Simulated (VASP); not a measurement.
Set up this calculation in VASP 6.6.1, as the native input.

| Quantity | Value |
| --- | --- |
| Task | relaxation of cell and atoms |
| Functional | PBEsol |
| Potentials or basis | VASP PAW PBE potentials, release 64 (Sn_d) |
| Cutoff | 600 eV |
| k mesh | 16 × 16 × 16 |
| Occupations | gaussian, width 0.1 eV |
| Spin | no spin polarisation |
| Further INCAR settings | ALGO = Normal; EDIFF = 1e-07; IBRION = 2; EDIFFG = -0.005; NSW = 90; ISIF = 3 |

The structure of Sn lies in POSCAR:

```
Sn
1.0
   -2.9161500000      2.9161500000      1.5911500000
    2.9161500000     -2.9161500000      1.5911500000
    2.9161500000      2.9161500000     -1.5911500000
Sn
2
Direct
    0.0000000000      0.0000000000      0.0000000000
    0.7500000000      0.2500000000      0.5000000000
```

The input as run:

INCAR

```
SYSTEM = Sn
PREC = Accurate ; ENCUT = 600
EDIFF = 1E-7 ; ISMEAR = 0
SIGMA = 0.1 ; LREAL = .False.
LASPH = .True. ; NELM = 60
ALGO = Normal ; ISIF = 3
LWAVE = .False. ; LCHARG = .False.
GGA = PS ; IBRION = 2
NSW = 90 ; EDIFFG = -0.005
```

KPOINTS

```
Automatic mesh
0
Gamma
  16 16 16
  0 0 0
```

Potentials or basis: VASP PAW PBE potentials, release 64 (Sn_d).

The run is started by

```bash
$ cat potpaw_PBE.64/Sn_d/POTCAR > POTCAR
$ mpirun -np 1 vasp_std > vasp.out
```

Results of the run:

The relaxed volume is 26.86 Å³/atom, the relaxed cell is a = 4.419 Å, b = 4.419 Å, c = 4.419 Å, α = 97.30°, β = 97.30°, γ = 138.22° and the space group after relaxing (to 0.05 Å) is I4_1/amd (No. 141). The energy gained by relaxing is 0.8 meV/atom and the ionic steps are 4. The pressure after relaxing is 0.0 GPa. The band gap on the k mesh is none (metal or under the smearing width).

Caveat: the PAW data sets were made with another functional, which shifts forces and pressure a little.

It took 9.3 min on 1 thread of Intel(R) Xeon(R) 6975P-C (Granite Rapids), on a shared host, peak memory 0.48 GiB.
